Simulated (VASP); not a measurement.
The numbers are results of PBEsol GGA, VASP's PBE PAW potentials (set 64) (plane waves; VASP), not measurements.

Input for VASP

KPOINTS:
```
Automatic mesh
0
Gamma
13 13 13
0 0 0
```

### INCAR
```
ALGO = Normal
EDIFF = 1E-7
ENCUT = 400
GGA = PS
ISIF = 2
ISMEAR = -5
LASPH = .TRUE.
LCHARG = .TRUE.
LMAXMIX = 6
LORBIT = 11
LREAL = .FALSE.
LWAVE = .FALSE.
NEDOS = 601
NELM = 100
PREC = Accurate
SYSTEM = La
```

POSCAR:
```
La
1
    3.2099174661     0.0000000000     0.0000000000
    0.0000000000     3.2099174661     0.0000000000
    0.0000000000     0.0000000000     3.2099174661
La
1
Direct
  0.0000000000   0.0000000000   0.0000000000
```

POTCAR, in this order: La (PBE.64 set). Program: vasp_std.

Output of the run:

File OSZICAR:
```
       N       E                     dE             d eps       ncg     rms          rms(c)
DAV:   1     0.915322318224E+02    0.91532E+02   -0.33225E+03  1512   0.129E+03
DAV:   2     0.172819126127E+01   -0.89804E+02   -0.88803E+02  2272   0.205E+02
DAV:   3    -0.460225676704E+01   -0.63304E+01   -0.61773E+01  2360   0.819E+01
DAV:   4    -0.488860392184E+01   -0.28635E+00   -0.28249E+00  2520   0.155E+01
DAV:   5    -0.491024035168E+01   -0.21636E-01   -0.21487E-01  2744   0.400E+00    0.291E+00
DAV:   6    -0.487975321792E+01    0.30487E-01   -0.10039E-02  2736   0.897E-01    0.175E+00
DAV:   7    -0.486016183223E+01    0.19591E-01   -0.10323E-02  2512   0.101E+00    0.449E-02
DAV:   8    -0.486025025652E+01   -0.88424E-04   -0.33255E-04  2456   0.193E-01    0.335E-02
DAV:   9    -0.486031413045E+01   -0.63874E-04   -0.11022E-04  2440   0.110E-01    0.172E-02
DAV:  10    -0.486032747577E+01   -0.13345E-04   -0.50664E-05  2816   0.657E-02    0.107E-02
DAV:  11    -0.486032860369E+01   -0.11279E-05   -0.43079E-06  2664   0.165E-02    0.815E-03
DAV:  12    -0.486032753902E+01    0.10647E-05   -0.14574E-05  2232   0.295E-02    0.132E-03
DAV:  13    -0.486032705912E+01    0.47990E-06   -0.11705E-06  2816   0.844E-03    0.604E-04
DAV:  14    -0.486032683530E+01    0.22382E-06   -0.71759E-08  1712   0.213E-03    0.148E-04
DAV:  15    -0.486032673721E+01    0.98087E-07   -0.14477E-08  1416   0.143E-03
   1 F= -.48603267E+01 E0= -.48603267E+01  d E =0.000000E+00
```

### OUTCAR
```
------------------------ aborting loop because EDIFF is reached ----------------------------------------
  FORCE on cell =-STRESS in cart. coord.  units (eV):
  Direction    XX          YY          ZZ          XY          YZ          ZX
  --------------------------------------------------------------------------------------
  Total        0.0920533      0.0920533      0.0920533     -0.0000000      0.0000000     -0.0000000
  in kB        4.4593171      4.4593171      4.4593171     -0.0000000      0.0000000     -0.0000000
  external PRESSURE =       4.4593171 kB  Pullay stress =       0.0000000 kB
  volume of cell :       33.07
      direct lattice vectors                 reciprocal lattice vectors
     3.209917466  0.000000000  0.000000000     0.311534490  0.000000000  0.000000000
     0.000000000  3.209917466  0.000000000     0.000000000  0.311534490  0.000000000
     0.000000000  0.000000000  3.209917466     0.000000000  0.000000000  0.311534490
 POSITION                                       TOTAL-FORCE (eV/Angst)
 -----------------------------------------------------------------------------------
      0.00000      0.00000      0.00000         0.000000      0.000000      0.000000
 -----------------------------------------------------------------------------------
    total drift:                                0.000000      0.000000      0.000000
  FREE ENERGIE OF THE ION-ELECTRON SYSTEM (eV)
  ---------------------------------------------------
  free  energy   TOTEN  =        -4.8603267372 eV

  energy  without entropy=       -4.8603267372  energy(sigma->0) =       -4.86032674

 total charge

# of ion       s       p       d       f       tot
--------------------------------------------------
    1        2.064   5.511   1.100   0.144   8.819
```
(Selected blocks of OUTCAR.)

For a metal the tetrahedron method with Blöchl corrections gives inexact stress and forces.

The structure was generated: La was put into the simple-cubic type (Pm-3m), which need not be its known phase. It was relaxed first, which changed the volume by -21 %.
